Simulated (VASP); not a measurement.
An input for Quantum ESPRESSO's pw.x (written as the equivalent of a VASP run, and not itself run):

```
&CONTROL
  calculation = 'vc-relax'
  pseudo_dir = './pseudo'
  outdir = './out'
  tprnfor = .true.
  tstress = .true.
  nstep = 40
  forc_conv_thr = 0.00078
/
&SYSTEM
  ibrav = 0
  nat = 2
  ntyp = 2
  ecutwfc = 84
  occupations = 'smearing'
  smearing = 'gaussian'
  degauss = 0.003675
  input_dft = 'pbesol'
/
&ELECTRONS
  conv_thr = 7.3e-08
  electron_maxstep = 100
/
&IONS
/
&CELL
  press = 200
/
ATOMIC_SPECIES
  Al 26.982 Al.upf
  N 14.007 N.upf
CELL_PARAMETERS angstrom
    -0.0000000    1.9778495    1.9778495
     1.9778495   -0.0000000    1.9778495
     1.9778495    1.9778495    0.0000000
ATOMIC_POSITIONS crystal
  Al   0.0000000  0.0000000  0.0000000
  N    0.5000000  0.5000000  0.5000000
K_POINTS automatic
  11 11 11 0 0 0
```

Q: Write the VASP files for the same calculation (PBEsol).

A: This is not unique; one that fits is 
POSCAR:
```
AlN
1
   -0.0000000000     1.9778494549     1.9778494549
    1.9778494549    -0.0000000000     1.9778494549
    1.9778494549     1.9778494549     0.0000000000
Al N
1 1
Direct
  0.0000000000   0.0000000000   0.0000000000
  0.5000000000   0.5000000000   0.5000000000
```

INCAR:
```
ALGO  =  Normal
EDIFF  =  1E-6
EDIFFG  =  -0.02
ENCUT  =  620
GGA  =  PS
IBRION  =  2
ISIF  =  3
ISMEAR  =  0
LASPH  =  .TRUE.
LCHARG  =  .FALSE.
LREAL  =  .FALSE.
LWAVE  =  .FALSE.
NELM  =  100
NSW  =  40
PREC  =  Accurate
PSTRESS  =  200
SIGMA  =  0.05
SYSTEM  =  AlN
```

### KPOINTS
```
K-points
0
G
  11 11 11
0 0 0
```

POTCAR, in this order: Al N (PBE.64 set). Program: vasp_std.

The two are equivalent in intent, not identical: the potentials are each code's own (VASP's PAW set, PseudoDojo norm-conserving files in pw.x), so ENCUT and ecutwfc are chosen apart and not converted; conv_thr bounds pw.x's estimated SCF error, while EDIFF bounds the energy change between steps; forc_conv_thr acts on force components and is met together with etot_conv_thr.

The structure was generated: AlN was put into the rock salt type (Fm-3m), which need not be its known phase. It was relaxed first under an external pressure of 20 GPa.
